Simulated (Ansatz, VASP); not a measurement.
**GaN with different potentials**

System: GaN (zinc blende type, first atom moved by 0.06 Å along [111]), 2 atoms in the cell.

```
CELL_PARAMETERS angstrom
0.00000 2.27500 2.27500
2.27500 0.00000 2.27500
2.27500 2.27500 0.00000
ATOMIC_POSITIONS crystal
Ga 0.00761 0.00761 0.00761
N 0.25000 0.25000 0.25000
```

All runs use HSE06; k-mesh 4×4×4 Γ-centred; Fermi–Dirac smearing of 0.05 eV; no spin polarisation. Exact exchange at q = 0 is regularized (HFRCUT = 0 in VASP). VASP pressures are printed at a fixed basis; Ansatz's pressures include its basis correction. The all-electron reference is a plane-wave run on PAW datasets generated for this crystal and functional, not LAPW.

```
                          run  pressure (GPa)  Fx on Ga1 (eV/Å)
Ansatz hand-made PAW, 1020 eV           -6.00            -0.470
 Ansatz with JTH PAW, 3600 eV           -5.32            -0.476
Ansatz PAW soft set 1, 420 eV           -5.95            -0.469
  Ansatz PAW hard set, 700 eV           -5.94            -0.470
         VASP, Ga_d/N, 520 eV           -6.05            -0.461
```

**Question.** What does the all-electron calculation give for these quantities?

**Answer.** Ansatz all-electron PAW datasets made for this crystal, 520 eV: pressure -5.99 GPa, Fx on Ga1 -0.470 eV/Å. All forces:

| atom | Fx (eV/Å) | Fy (eV/Å) | Fz (eV/Å) |
| --- | --- | --- | --- |
| Ga1 | -0.470 | -0.470 | -0.470 |
| N2 | 0.470 | 0.470 | 0.470 |

The k-mesh is coarse, so these values belong to this mesh and can lie far from the converged ones. This cubic structure is a model: it isn't the usual form of the substance at ambient conditions, and such phases are metastable or hypothetical. Potentials made with PBE were used with another functional (at least in: Ansatz with JTH PAW, 3600 eV; Ansatz PAW hard set, 700 eV; VASP, Ga_d/N, 520 eV).
